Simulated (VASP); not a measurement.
An input for Quantum ESPRESSO's pw.x (written as the equivalent of a VASP run, and not itself run):

```
&CONTROL
  calculation = 'vc-relax'
  pseudo_dir = './pseudo'
  outdir = './out'
  tprnfor = .true.
  tstress = .true.
  nstep = 60
  forc_conv_thr = 0.00039
/
&SYSTEM
  ibrav = 0
  nat = 2
  ntyp = 2
  ecutwfc = 86
  occupations = 'smearing'
  smearing = 'gaussian'
  degauss = 0.003675
  input_dft = 'pw91'
/
&ELECTRONS
  conv_thr = 7.3e-08
  electron_maxstep = 100
/
&IONS
/
&CELL
/
ATOMIC_SPECIES
  Ca 40.078 Ca.upf
  Se 78.971 Se.upf
CELL_PARAMETERS angstrom
     0.0000000    2.9600000    2.9600000
     2.9600000    0.0000000    2.9600000
     2.9600000    2.9600000    0.0000000
ATOMIC_POSITIONS crystal
  Ca   0.0000000  0.0000000  0.0000000
  Se   0.5000000  0.5000000  0.5000000
K_POINTS automatic
  7 7 7 0 0 0
```

**Question.** Translate this input to VASP (INCAR, KPOINTS, POSCAR, choice of POTCAR).

**Answer.** This is not unique; one that fits is 
File KPOINTS:
```
Automatic mesh
0
Gamma
7 7 7
0 0 0
```

### INCAR
```
SYSTEM=CaSe
PREC=Accurate; ENCUT=520; LREAL=.FALSE.
LASPH=.TRUE.
EDIFF=1E-6; NELM=100; ALGO=Normal
LMAXMIX=4
ISMEAR=0; SIGMA=0.05
GGA=91
IBRION=2; NSW=60; ISIF=3
EDIFFG=-0.01
LWAVE=.FALSE.; LCHARG=.FALSE.
```

POSCAR:
```
CaSe
1
    0.0000000000     2.9600000000     2.9600000000
    2.9600000000     0.0000000000     2.9600000000
    2.9600000000     2.9600000000     0.0000000000
Ca Se
1 1
Direct
  0.0000000000   0.0000000000   0.0000000000
  0.5000000000   0.5000000000   0.5000000000
```

POTCAR, in this order: Ca_sv Se (PBE.64 set). Program: vasp_std.

The two are equivalent in intent, not identical: the potentials are each code's own (VASP's PAW set, PseudoDojo norm-conserving files in pw.x), so ENCUT and ecutwfc are chosen apart and not converted; conv_thr bounds pw.x's estimated SCF error, while EDIFF bounds the energy change between steps; forc_conv_thr acts on force components and is met together with etot_conv_thr.

The compound is CaSe in the rock salt structure. This run relaxes it. Symmetry was kept, so distortions that lower it aren't found.
